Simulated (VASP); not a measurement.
Here is a VASP 6.6.1 calculation.

INCAR

```
ALGO = Normal
EDIFF = 1E-7
EDIFFG = -0.005
ENCUT = 600
GGA = PE
IBRION = 2
ISIF = 3
ISMEAR = 1
KPAR = 2
LASPH = True
LCHARG = False
LREAL = False
LWAVE = False
NELM = 80
NSW = 90
PREC = Accurate
SIGMA = 0.1
```

The input KPOINTS:

```
k-points
0
Gamma
  15 15 7
```

The input POSCAR:

```
Zr                                      
1.0
    3.2334570221     -0.0000000000      0.0000000000
   -1.6167285110      2.8002559231     -0.0000000000
    0.0000000000      0.0000000000      5.1664547808
  Zr            
     2
Direct
     0.3333333332999970    0.6666666667000030    0.2500000000000000
     0.6666666667000030    0.3333333332999970    0.7500000000000000
```

Potentials or basis: VASP PAW PBE potentials, release 64 (Zr_sv).

Run with:

```bash
$ cat potpaw_PBE.64/Zr_sv/POTCAR > POTCAR
$ mpirun -np 2 vasp_std > vasp.out
```

Task: Estimate the space group after relaxing (to 0.05 Å).

Result: P6_3/mmc (No. 194).

Task: Predict the band gap on the k mesh.

Result: None (metal or under the smearing width).

Final structure:
```xyz
2
Lattice="3.2327 0.0000 0.0000 -1.6164 2.7996 0.0000 0.0000 0.0000 5.1682" Properties=species:S:1:pos:R:3 pbc="T T T"
Zr    0.0000    1.8664    1.2921
Zr    1.6164    0.9332    3.8762
```
